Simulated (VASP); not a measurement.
An input for Ansatz (written as the equivalent of a VASP run, and not itself run):

Ansatz 0.2 input:
```yaml
crystal:
  lattice:
    - [2.4570000, 0.0000000, 0.0000000]
    - [0.0000000, 2.4570000, 0.0000000]
    - [0.0000000, 0.0000000, 2.4570000]
  atoms:
    - { symbol: Cu, position: [0.0000000, 0.0000000, 0.0000000] }
    - { symbol: F, position: [0.5000000, 0.5000000, 0.5000000] }
kpoints:
  mp_grid: { grid: [10, 10, 10] }
hamiltonian:
  xc: r2scan
  pseudopotentials: { kind: paw }
scf:
  occupations: { method: gaussian, width: 0.05 }
  max_iter: 100
relax:
  max_steps: 60
  f_tol: 0.01
  cell: {}
output: { forces: true, stress: true, eigenvalues: true }
```

Question: Write the VASP files for the same calculation (r2SCAN).

Answer: One answer among several that fit: 
**POSCAR**
```
CuF
1
    2.4570000000     0.0000000000     0.0000000000
    0.0000000000     2.4570000000     0.0000000000
    0.0000000000     0.0000000000     2.4570000000
Cu F
1 1
Direct
  0.0000000000   0.0000000000   0.0000000000
  0.5000000000   0.5000000000   0.5000000000
```

INCAR:
```
SYSTEM = CuF
PREC = Accurate; ENCUT = 520; LREAL = F
LASPH = T
EDIFF = 1E-6; NELM = 100; ALGO = Normal
LMAXMIX = 4; LMIXTAU = T
ISMEAR = 0; SIGMA = 0.05
METAGGA = R2SCAN
IBRION = 2; NSW = 60; ISIF = 3
EDIFFG = -0.01
LWAVE = F; LCHARG = F
```

File KPOINTS:
```
Automatic mesh
0
Gamma
10 10 10
0 0 0
```

POTCAR, in this order: Cu F (PBE.64 set). Program: vasp_std.

Limits of the translation: each code has its own PAW files, so the cut-off isn't converted (ENCUT is set for VASP's; basis.ecutwfc is left out, and Ansatz then takes the one that its files recommend); Ansatz stops its SCF on the density residual and VASP on the energy change (EDIFF).

The structure was generated: CuF was put into the CsCl type type (Pm-3m), which need not be its known phase. This run relaxes it. Symmetry was kept, so distortions that lower it aren't found.
